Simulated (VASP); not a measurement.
Computed with G0W0 on PBE orbitals, VASP's PBE PAW potentials (set 64) (plane waves; VASP).

A VASP calculation is set up with these files.

INCAR:
```
SYSTEM = LiF
PREC = Normal; ENCUT = 500; LREAL = .FALSE.
LASPH = .TRUE.; NBANDS = 240
ALGO = EVGW0
ISMEAR = 0; SIGMA = 0.01
GGA = PE
LWAVE = .FALSE.; LCHARG = .FALSE.
NELMGW = 1; NOMEGA = 64; ENCUTGW = 250
NBANDSGW = 13; LSPECTRALGW = .TRUE.
```

**POSCAR**
```
LiF
1
    0.0000000000     2.0150000000     2.0150000000
    2.0150000000     0.0000000000     2.0150000000
    2.0150000000     2.0150000000     0.0000000000
Li F
1 1
Direct
  0.0000000000   0.0000000000   0.0000000000
  0.5000000000   0.5000000000   0.5000000000
```

### KPOINTS
```
Automatic mesh
0
Gamma
4 4 4
0 0 0
```

POTCAR, in this order: Li_sv_GW F_GW_new (PBE.64 set). Program: vasp_std. Read from the step before: WAVECAR, WAVEDER.

The run wrote:

OSZICAR:
```
energies w=
    0.000    0.000    1.071    0.000    2.141    0.000    3.205    0.000
    4.262    0.000    5.310    0.000    6.348    0.000    7.373    0.000
    8.386    0.000    9.385    0.000   10.370    0.000   11.341    0.000
   12.299    0.000   13.245    0.000   14.178    0.000   15.101    0.000
   16.014    0.000   16.918    0.000   17.816    0.000   18.709    0.000
   19.599    0.000   20.487    0.000   21.376    0.000   22.267    0.000
   23.164    0.000   24.067    0.000   24.980    0.000   25.906    0.000
   26.847    0.000   27.805    0.000   28.786    0.000   29.792    0.000
   30.827    0.000   31.896    0.000   33.003    0.000   34.154    0.000
   35.356    0.000   36.615    0.000   37.940    0.000   39.340    0.000
   40.825    0.000   42.408    0.000   44.104    0.000   45.929    0.000
   47.906    0.000   50.058    0.000   52.415    0.000   55.014    0.000
   57.900    0.000   61.129    0.000   64.774    0.000   68.927    0.000
   73.706    0.000   79.271    0.000   85.841    0.000   93.715    0.000
  103.327    0.000  115.322    0.000  130.702    0.000  151.119    0.000
  179.491    0.000  221.520    0.000  290.043    0.000  421.275    0.000
NQ=   1    0.0000    0.0000    0.0000,
 performed        200000 updates of chi_q(r,r)
NQ=   2    0.2500    0.0000    0.0000,
 performed        624000 updates of chi_q(r,r)
NQ=   3    0.5000    0.0000    0.0000,
 performed        936000 updates of chi_q(r,r)
NQ=   4    0.2500    0.2500    0.0000,
 performed       1317000 updates of chi_q(r,r)
NQ=   5    0.5000    0.2500    0.0000,
 performed       1841000 updates of chi_q(r,r)
NQ=   6   -0.2500    0.2500    0.0000,
 performed       2303000 updates of chi_q(r,r)
NQ=   7    0.5000    0.5000    0.0000,
 performed       2590000 updates of chi_q(r,r)
NQ=   8   -0.2500    0.5000    0.2500,
 performed       2977000 updates of chi_q(r,r)
 resolving degeneracies of screened two electron integrals
```

**OUTCAR**
```


 k-point   1 :       0.0000    0.0000    0.0000
  band No.  KS-energies  QP-energies   sigma(KS)   V_xc(KS)     V^pw_x(r,r')   Z            occupation Imag(sigma)

      1     -41.9117     -51.5582     -38.7739     -27.4914     -43.2619       0.8550       2.0000       0.1675
      2     -20.9728     -25.3750     -28.0896     -22.5374     -36.7299       0.7929       2.0000       1.1498
      3      -1.0130      -4.0296     -26.6104     -22.8826     -30.7306       0.8092       2.0000       0.1247
      4      -1.0130      -4.0296     -26.6104     -22.8826     -30.7306       0.8092       2.0000       0.1247
      5      -1.0130      -4.0296     -26.6104     -22.8826     -30.7306       0.8092       2.0000       0.1247
      6       8.0324       9.5830      -9.7584     -11.5192      -6.5421       0.8806       0.0000      -0.0697
      7      22.9071      25.0491      -7.2930      -9.7979      -2.9406       0.8551       0.0000      -0.1705
      8      22.9071      25.0491      -7.2930      -9.7979      -2.9406       0.8551       0.0000      -0.1705
      9      22.9071      25.0491      -7.2930      -9.7979      -2.9406       0.8551       0.0000      -0.1705
     10      23.3081      24.8257      -6.6685      -8.4189      -2.6763       0.8670       0.0000      -0.1828
     11      23.3081      24.8257      -6.6685      -8.4189      -2.6763       0.8670       0.0000      -0.1828
     12      23.3081      24.8257      -6.6685      -8.4189      -2.6763       0.8670       0.0000      -0.1828
     13      26.2810      27.1846      -5.5514      -6.5939      -1.0665       0.8668       0.0000      -0.5496

 k-point   2 :       0.2500    0.0000    0.0000
  band No.  KS-energies  QP-energies   sigma(KS)   V_xc(KS)     V^pw_x(r,r')   Z            occupation Imag(sigma)

      1     -41.8824     -51.5458     -38.8409     -27.5436     -43.3117       0.8554       2.0000       0.1494
      2     -20.7646     -25.0198     -28.2436     -22.7254     -36.8859       0.7711       2.0000       1.1124
      3      -2.3821      -5.6098     -24.8159     -20.8139     -28.8664       0.8065       2.0000       0.1357
      4      -1.1287      -4.1664     -26.4984     -22.7407     -30.6245       0.8084       2.0000       0.1255
      5      -1.1287      -4.1664     -26.4984     -22.7407     -30.6245       0.8084       2.0000       0.1255
      6       9.3004      10.9561      -9.7829     -11.6743      -6.5210       0.8754       0.0000      -0.0720
      7      16.9106      18.6914      -8.6004     -10.6666      -4.7842       0.8619       0.0000      -0.1101
      8      19.5108      21.4442      -6.9436      -9.1621      -3.0017       0.8715       0.0000      -0.1092
      9      19.5108      21.4442      -6.9436      -9.1621      -3.0017       0.8715       0.0000      -0.1092
     10      25.9937      27.5806      -6.8299      -8.7115      -2.3414       0.8434       0.0000      -0.3301
     11      26.5028      28.1097      -6.9836      -8.8546      -2.6811       0.8588       0.0000      -0.3014
     12      26.5028      28.1097      -6.9836      -8.8546      -2.6811       0.8588       0.0000      -0.3014
     13      34.2017      36.5949      -8.6185     -11.2848      -3.7172       0.8975       0.0000      -0.8292

 k-point   3 :       0.5000    0.0000    0.0000
  band No.  KS-energies  QP-energies   sigma(KS)   V_xc(KS)     V^pw_x(r,r')   Z            occupation Imag(sigma)

      1     -41.8540     -51.5443     -38.9088     -27.5972     -43.3626       0.8567       2.0000       0.1314
      2     -20.5432     -24.7042     -28.4355     -22.9501     -37.0781       0.7586       2.0000       1.0758
      3      -3.5269      -6.9427     -23.6935     -19.4449     -27.7827       0.8040       2.0000       0.1523
      4      -1.2404      -4.2956     -26.4063     -22.6207     -30.5420       0.8070       2.0000       0.1265
      5      -1.2404      -4.2956     -26.4063     -22.6207     -30.5420       0.8070       2.0000       0.1265
      6       9.7474      11.3036      -7.7180      -9.4753      -4.3401       0.8855       0.0000      -0.0722
      7      15.6929      17.8195     -12.0016     -14.5230      -8.1931       0.8434       0.0000      -0.1160
      8      17.8594      19.7470      -6.7467      -8.8942      -2.9486       0.8789       0.0000      -0.0922
      9      17.8594      19.7470      -6.7467      -8.8942      -2.9486       0.8789       0.0000      -0.0922
     10      29.4633      30.8792      -7.0982      -8.7233      -2.4048       0.8712       0.0000      -0.6296
     11      29.9990      31.7617      -8.4450     -10.4695      -3.3947       0.8707       0.0000      -0.7697
     12      29.9990      31.7617      -8.4450     -10.4695      -3.3947       0.8707       0.0000      -0.7697
     13      32.4487      34.5690      -7.3210      -9.6519      -2.8888       0.9096       0.0000      -0.6706

 k-point   4 :       0.2500    0.2500    0.0000
  band No.  KS-energies  QP-energies   sigma(KS)   V_xc(KS)     V^pw_x(r,r')   Z            occupation Imag(sigma)

      1     -41.8747     -51.5448     -38.8571     -27.5602     -43.3265       0.8560       2.0000       0.1466
      2     -20.6693     -24.8793     -28.3493     -22.8378     -36.9863       0.7639       2.0000       1.0935
      3      -2.4430      -5.6520     -24.5461     -20.5704     -28.5450       0.8072       2.0000       0.1351
      4      -1.5205      -4.6171     -25.9460     -22.1081     -30.0580       0.8068       2.0000       0.1287
      5      -1.5205      -4.6171     -25.9460     -22.1081     -30.0580       0.8068       2.0000       0.1287
      6      10.3654      12.1761     -11.1185     -13.2054      -7.8738       0.8677       0.0000      -0.0758
      7      17.7290      19.0277      -6.1589      -7.6452      -2.4397       0.8738       0.0000      -0.1083
      8      18.6882      20.5680      -7.3586      -9.5091      -3.4994       0.8741       0.0000      -0.1010
      9      19.5761      21.6306      -8.2706     -10.6697      -4.1669       0.8564       0.0000      -0.1295
     10      19.5761      21.6306      -8.2706     -10.6697      -4.1669       0.8564       0.0000      -0.1295
     11      31.9935      33.9024      -6.8086      -8.9103      -2.2530       0.9083       0.0000      -0.6155
     12      31.9935      33.9024      -6.8086      -8.9103      -2.2530       0.9083       0.0000      -0.6155
     13      32.6362      34.7258      -7.5034      -9.7843      -3.1114       0.9162       0.0000      -0.5672

 k-point   5 :       0.5000    0.2500    0.0000
  band No.  KS-energies  QP-energies   sigma(KS)   V_xc(KS)     V^pw_x(r,r')   Z            occupation Imag(sigma)

      1     -41.8474     -51.5617     -38.9171     -27.6112     -43.3739       0.8592       2.0000       0.1319
      2     -20.4146     -24.5814     -28.6144     -23.1292     -37.2447       0.7596       2.0000       1.0509
      3      -3.3778      -6.7471     -23.5624     -19.3886     -27.5994       0.8072       2.0000       0.1489
      4      -2.1733      -5.3716     -24.9756     -21.0207     -29.0356       0.8087       2.0000       0.1340
      5      -1.6408      -4.7586     -25.8328     -21.9692     -29.9513       0.8070       2.0000       0.1299
      6      11.9320      13.7442      -9.7585     -11.8432      -6.3482       0.8693       0.0000      -0.0809
      7      14.8016      16.7008      -9.7866     -11.9939      -6.1424       0.8604       0.0000      -0.0977
      8      17.6805      19.5861      -8.6672     -10.8641      -4.8394       0.8674       0.0000      -0.1019
      9      18.5603      20.6206      -8.0897     -10.4781      -4.1080       0.8627       0.0000      -0.1113
     10      23.0037      24.6817      -7.3555      -9.3223      -3.0978       0.8532       0.0000      -0.2171
     11      31.9310      34.0498      -7.5795      -9.8982      -2.8994       0.9138       0.0000      -0.7736
     12      32.6633      34.6366      -7.7827      -9.9327      -2.9770       0.9178       0.0000      -0.8510
     13      35.7932      38.1925      -8.4309     -11.1114      -3.5378       0.8951       0.0000      -0.9729

 k-point   6 :      -0.2500    0.2500    0.0000
  band No.  KS-energies  QP-energies   sigma(KS)   V_xc(KS)     V^pw_x(r,r')   Z            occupation Imag(sigma)

      1     -41.8557     -51.5358     -38.9019     -27.5955     -43.3601       0.8562       2.0000       0.1346
      2     -20.5187     -24.6931     -28.4874     -22.9958     -37.1229       0.7602       2.0000       1.0695
      3      -2.8746      -6.1832     -24.2806     -20.1816     -28.3358       0.8072       2.0000       0.1421
      4      -2.3394      -5.5506     -24.7078     -20.7242     -28.7593       0.8061       2.0000       0.1359
      5      -1.2560      -4.3106     -26.3608     -22.5741     -30.4896       0.8067       2.0000       0.1265
      6      11.0512      12.8264      -9.6796     -11.7162      -6.3054       0.8717       0.0000      -0.0779
      7      14.7583      16.6034      -9.2570     -11.3889      -5.6384       0.8655       0.0000      -0.0942
      8      18.4143      20.4254      -9.3257     -11.6658      -5.3738       0.8594       0.0000      -0.1154
      9      18.4302      20.4031      -7.1146      -9.3711      -3.2326       0.8743       0.0000      -0.0995
     10      27.8969      29.4142      -6.7421      -8.4968      -2.4330       0.8647       0.0000      -0.3651
     11      28.0346      29.7420      -6.6646      -8.6614      -2.1210       0.8551       0.0000      -0.4201
     12      28.0502      29.7452      -7.7565      -9.6829      -3.0960       0.8799       0.0000      -0.5750
     13      35.9299      38.3048      -7.9266     -10.6127      -3.3758       0.8842       0.0000      -0.6265

 k-point   7 :       0.5000    0.5000    0.0000
  band No.  KS-energies  QP-energies   sigma(KS)   V_xc(KS)     V^pw_x(r,r')   Z            occupation Imag(sigma)

      1     -41.8384     -51.5527     -38.9227     -27.6219     -43.3820       0.8596       2.0000       0.1324
      2     -20.2779     -24.4173     -28.8045     -23.3220     -37.4252       0.7550       2.0000       1.0257
      3      -4.0107      -7.4329     -22.6586     -18.4138     -26.6633       0.8062       2.0000       0.1584
...
```
(Selected blocks of OUTCAR.)

The mesh is coarse and the basis finite, so the quasiparticle values are not converged.

The compound is LiF in the rock salt structure. The cell was not relaxed at this level. The k-mesh is coarse (spacing up to 0.68 per Å, 2π included), so the numbers may not be converged in it.
